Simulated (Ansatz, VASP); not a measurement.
# CoO: VASP beside Ansatz, part 2 of 2

One calculation is typed for both programs; each brings its own data sets and cutoff. How far apart do they land? The cell is taken from a series of VASP runs on this material, whose earlier steps may have relaxed, scaled or displaced it; both programs get it as it stands.

VASP 6.6.1 and Ansatz 0.2.0.

So far: The structure; Ansatz: relaxation of cell and atoms, r2SCAN.

In doubt: on Fe and Co compounds r2SCAN can change the orbital order between nearby geometries, unless the shell is half filled, which bears on forces and vibrations.

## Step 3: VASP: relaxation of cell and atoms, r2SCAN

Level of this step: r2SCAN, spin-polarised from a ferromagnetic start (one magnetic atom a cell); plane waves and PAW (Co, O) (VASP).

The same cell, functional, mesh and smearing now go to VASP, with its own data sets and cutoff.

Lines of VASP's logs that name or quote its potential files are left out, and so is its time.

The input, INCAR:

```
SYSTEM = CoO
PREC = Accurate
ENCUT = 520
EDIFF = 1E-06
NELM = 100
ISMEAR = 0
SIGMA = 0.05
LREAL = .FALSE.
ALGO = Normal
METAGGA = R2SCAN
LASPH = .TRUE.
NBANDS = 14
ISPIN = 2
MAGMOM = 2 0
LMAXMIX = 4
LORBIT = 11
LWAVE = .FALSE.
LCHARG = .FALSE.
KPAR = 2
IBRION = 2
NSW = 60
ISIF = 3
EDIFFG = -0.01
```

The input, POSCAR:

```
CoO
1.0
    0.0000000000      2.1044315480      2.1044315480
    2.1044315480      0.0000000000      2.1044315480
    2.1044315480      2.1044315480      0.0000000000
Co O
1 1
Direct
    0.0000000000      0.0000000000      0.0000000000
    0.5000000000      0.5000000000      0.5000000000
```

The input, KPOINTS:

```
Automatic mesh
0
Gamma
9 9 9
0 0 0
```

The projector-augmented-wave data sets are Co and O (PBE family, release 64).

Started as:

```
> mpirun -np 2 vasp_std
```

Numbers of over 12 decimals in the logs are rounded to 6 here.

Output:

```text
[banner, memory and clock lines left out]
running    2 mpi-ranks, on    1 nodes
 distrk:  each k-point on    1 cores,    2 groups
 distr:  one band on    1 cores,    1 groups

 POSCAR found type information on POSCAR CoO
 POSCAR found :  2 types and       2 ions
|                                                                             |
|               ----> ADVICE to this user running VASP <----                  |
|                                                                             |
|     You enforced a specific xc type in the INCAR file but a different       |
|     [... a line on the potential file left out ...]
|     I HOPE YOU KNOW WHAT YOU ARE DOING!                                     |
|                                                                             |

 LDA part: xc-table for (None), standard interpolation
 POSCAR, INCAR and KPOINTS ok, starting setup
 FFT: planning ... GRIDC
 FFT: planning ... GRID_SOFT
 FFT: planning ... GRID
 WAVECAR not read
 entering main loop
       N       E                     dE             d eps       ncg     rms          rms(c)
DAV:   1     0.748517345094E+02    0.74852E+02   -0.71813E+03  1984   0.127E+03
DAV:   2    -0.216216414733E+02   -0.96473E+02   -0.84836E+02  2230   0.269E+02
DAV:   3    -0.267271071925E+02   -0.51055E+01   -0.49898E+01  2188   0.703E+01
DAV:   4    -0.267958852261E+02   -0.68778E-01   -0.68753E-01  2402   0.766E+00
DAV:   5    -0.267974742526E+02   -0.15890E-02   -0.15890E-02  2366   0.112E+00    0.180E+01
DAV:   6    -0.217388011511E+02    0.50587E+01   -0.25010E+01  2156   0.932E+01    0.208E+01
DAV:   7    -0.210563426951E+02    0.68246E+00   -0.54750E+00  2266   0.567E+01    0.931E+00
DAV:   8    -0.210654431458E+02   -0.91005E-02   -0.28225E-01  2552   0.691E+00    0.432E+00
DAV:   9    -0.210737254159E+02   -0.82823E-02   -0.14564E-01  2914   0.619E+00    0.101E+00
DAV:  10    -0.210669052096E+02    0.68202E-02   -0.23003E-02  2502   0.238E+00    0.582E-01
DAV:  11    -0.210658817500E+02    0.10235E-02   -0.10106E-02  2548   0.116E+00    0.182E-01
DAV:  12    -0.210656690242E+02    0.21273E-03   -0.57221E-04  2346   0.303E-01    0.508E-02
DAV:  13    -0.210656547766E+02    0.14248E-04   -0.14458E-04  2134   0.115E-01    0.233E-02
DAV:  14    -0.210656737560E+02   -0.18979E-04   -0.27329E-05  2104   0.547E-02    0.178E-02
DAV:  15    -0.210656689717E+02    0.47843E-05   -0.68970E-06  2584   0.323E-02    0.485E-03
DAV:  16    -0.210656692837E+02   -0.31202E-06   -0.13145E-06  1322   0.165E-02
   1 F= -.21065669E+02 E0= -.21063486E+02  d E =-.210657E+02  mag=     3.0001
 curvature:   0.00 expect dE= 0.000E+00 dE for cont linesearch  0.000E+00
 trial: gam= 0.00000 g(F)=  0.144E-59 g(S)=  0.162E-05 ort = 0.000E+00 (trialstep = 0.100E+01)
 search vector abs. value=  0.162E-05
 reached required accuracy - stopping structural energy minimisation
```

Parts of OUTCAR (step 3):

```text
ion  position               nearest neighbor table
   1  0.000  0.000  0.000-   2 2.10   2 2.10   2 2.10   2 2.10   2 2.10   2 2.10
   2  0.500  0.500  0.500-   1 2.10   1 2.10   1 2.10   1 2.10   1 2.10   1 2.10

  LATTYP: Found a face centered cubic cell.
 ALAT       =     4.2088630960

 Subroutine GETGRP returns: Found 48 space group operations
 (whereof 48 operations were pure point group operations)

The static configuration has the point symmetry O_h .

 Found     35 irreducible k-points:

   k-points           NKPTS =     35   k-points in BZ     NKDIM =     35   number of bands    NBANDS=     14

   dimension x,y,z NGX =    24 NGY =   24 NGZ =   24
   dimension x,y,z NGXF=    48 NGYF=   48 NGZF=   48

   ENCUT  =  520.0 eV  38.22 Ry    6.18 a.u.   5.53  5.53  5.53*2*pi/ulx,y,z

   NELECT =      15.0000    total number of electrons

 k-points in reciprocal lattice and weights: Automatic mesh
   0.00000000  0.00000000  0.00000000       0.001
   0.11111111  0.00000000  0.00000000       0.011
   0.22222222  0.00000000  0.00000000       0.011
   0.33333333  0.00000000  0.00000000       0.011
   0.44444444  0.00000000  0.00000000       0.011
   0.11111111  0.11111111  0.00000000       0.008
   0.22222222  0.11111111  0.00000000       0.033
   0.33333333  0.11111111  0.00000000       0.033
   0.44444444  0.11111111  0.00000000       0.033
[...]
-0.33333333  0.44444444  0.11111111       0.033
  -0.33333333  0.44444444  0.22222222       0.033

 average (electrostatic) potential at core
       1 -85.5484       2 -71.1120

 E-fermi :   8.3048

 spin component 1
 k-point     1 :       0.0000    0.0000    0.0000
  band No.  band energies     occupation
    ...
      5       4.6059      1.00000
      6       4.6059      1.00000
      7       4.8520      1.00000
      8       4.8520      1.00000
      9       4.8520      1.00000
     10       9.8795      0.00000
     11      25.9654      0.00000
     12      27.2290      0.00000
     13      27.2290      0.00000
     14      27.2291      0.00000

 k-point     2 :       0.1111    0.0000    0.0000
  band No.  band energies     occupation
    ...
      5       4.6476      1.00000
      6       4.6477      1.00000
      7       5.1275      1.00000
      8       5.7148      1.00000
      9       5.7149      1.00000
     10      10.6968      0.00000
     11      23.7566      0.00000
     12      26.8472      0.00000
     13      26.8473      0.00000
     14      28.3854      0.00000

 k-point     3 :       0.2222    0.0000    0.0000
  band No.  band energies     occupation
    ...
      5       4.8599      1.00000
      6       4.8599      1.00000
      7       5.3797      1.00000
      8       6.7243      1.00000
      9       6.7243      1.00000
     10      12.2537      0.00000
     11      21.1682      0.00000
     12      25.3563      0.00000
     13      25.3564      0.00000
     14      28.8966      0.00000

 k-point     4 :       0.3333    0.0000    0.0000
  band No.  band energies     occupation
    ...
      5       5.1134      1.00000
      6       5.1135      1.00000
      7       5.6888      1.00000
      8       7.5281      1.00000
      9       7.5281      1.00000
     10      13.5003      0.00000
     11      19.3625      0.00000
     12      23.7285      0.00000
     13      23.7286      0.00000
     14      29.3201      0.00000

 k-point     5 :       0.4444    0.0000    0.0000
  band No.  band energies     occupation
    ...
      5       5.2852      1.00000
      6       5.2852      1.00000
      7       5.9391      1.00000
      8       7.9808      1.00000
      9       7.9808      1.00000
     10      13.9281      0.00000
     11      18.6997      0.00000
     12      22.7723      0.00000
     13      22.7723      0.00000
     14      29.8121      0.00000

 k-point     6 :       0.1111    0.1111    0.0000
  band No.  band energies     occupation
    ...
      5       4.2682      1.00000
      6       4.5055      1.00000
      7       5.4277      1.00000
      8       5.4277      1.00000
      9       5.7043      1.00000
     10      11.0158      0.00000
     11      23.8806      0.00000
     12      26.2355      0.00000
     13      26.2355      0.00000
     14      27.3763      0.00000

  Total        0.0047369      0.0047369      0.0047369     -0.0000000     -0.0000000      0.0000000
  in kB        0.4071658      0.4071658      0.4071658     -0.0000000     -0.0000000      0.0000000
  external PRESSURE =       0.4071658 kB  Pullay stress =       0.0000000 kB

  energy-cutoff  :      520.00
  volume of cell :       18.64
      direct lattice vectors                 reciprocal lattice vectors
     0.000000000  2.104431548  2.104431548    -0.237593853  0.237593853  0.237593853
     2.104431548  0.000000000  2.104431548     0.237593853 -0.237593853  0.237593853
     2.104431548  2.104431548  0.000000000     0.237593853  0.237593853 -0.237593853

 POSITION                                       TOTAL-FORCE (eV/Angst)
 -----------------------------------------------------------------------------------
      0.00000      0.00000      0.00000        -0.000000     -0.000000     -0.000000
      2.10443      2.10443      2.10443         0.000000      0.000000      0.000000
 -----------------------------------------------------------------------------------
    total drift:                                0.000000     -0.000000     -0.000000

  FREE ENERGIE OF THE ION-ELECTRON SYSTEM (eV)
  ---------------------------------------------------
  free  energy   TOTEN  =       -21.0656692837 eV

  energy  without entropy=      -21.0613019713  energy(sigma->0) =      -21.06348563

 reached required accuracy - stopping structural energy minimisation

 total charge
# of ion       s       p       d       tot
------------------------------------------
    1        0.307   0.392   7.128   7.827
    2        1.557   3.495   0.000   5.052
--------------------------------------------------
tot          1.864   3.887   7.128  12.879

 magnetization (x)
# of ion       s       p       d       tot
------------------------------------------
    1        0.024   0.020   2.645   2.689
    2        0.030   0.264   0.000   0.294
--------------------------------------------------
tot          0.054   0.284   2.645   2.983

[... 6 further parts left out ...]
```

CONTCAR:

```
CoO
   1.00000000000000
     0.0000000000000000    2.1044315480000000    2.1044315480000000
     2.1044315480000000    0.0000000000000000    2.1044315480000000
     2.1044315480000000    2.1044315480000000    0.0000000000000000
  Co              O
     1     1
Direct
     0.0000000000000000    0.0000000000000000    0.0000000000000000
     0.5000000000000000    0.5000000000000000    0.5000000000000000
```

The cell holds one magnetic atom, so no antiferromagnetic order fits into it. Experiment finds antiferromagnetic order in this phase (below 291 K, arxiv:2004.06613), so this ferromagnetic run describes another state. Oxides and halides of Co are often magnetic insulators, and a metal at this level, without U or exact exchange, may be an artefact. The run keeps the 48 symmetry operations of its start, so it cannot find a distortion of lower symmetry.

## Step 4: Side by side

Known differences besides the potentials themselves: VASP keeps PBE cores, Ansatz makes them for the functional; both relaxations stop at a tolerance, which leaves soft axes loose, and VASP keeps its plane-wave basis; the data sets hold 23 valence electrons in Ansatz (default PAW (the set named soft_2) files) and 15 in VASP; the cutoff is 500 eV in Ansatz and 520 eV in VASP; Ansatz adds a Pulay correction to the stress that steers its cell, VASP none; site moments are counted in spheres of each program's own size. Total energies have different zeros and are not compared.

Compared:

```csv
quantity,Ansatz,VASP,difference
volume (Å³),18.65,18.64,+0.07 %
"edge a after relaxation, in the typed setting (Å)",2.977,2.976,+0.02 %
total moment (μB),3.00,3.00,0.00
moment on Co1 (μB),2.60,2.69,-0.08
moment on O2 (μB),0.31,0.29,+0.01
```

The walks stopped with 0.00 GPa left in Ansatz and 0.04 GPa in VASP; each walk ends within a tolerance, so the volume difference is uncertain by about these residues over the bulk modulus, most in soft cells.

## Step 5: Outcome

```yaml
difference_in_volume_relaxation_of_cell_and_atoms_r2scan: 0.073 %
```

In words: The difference in volume is 0.073 % (relaxation of cell and atoms, r2SCAN), within the 1.2 % picked in this series as the mark of a large difference, as far as the stopping tolerances let one tell. How closely two codes agree says nothing of how well the functional describes the real material.

[Lines on the potential files, build, host, timing and source positions are cut from VASP's logs without a mark.]

[Logs are printed without paths, hosts, clocks, repeated set-up lines and the standing remarks that a program may print on its own settings, such as how far it seeks lower states.]

[Hosts, paths, dates, database ids (printed as entryN), source tags and the programs' standing remarks are cut or masked in the printed files.]
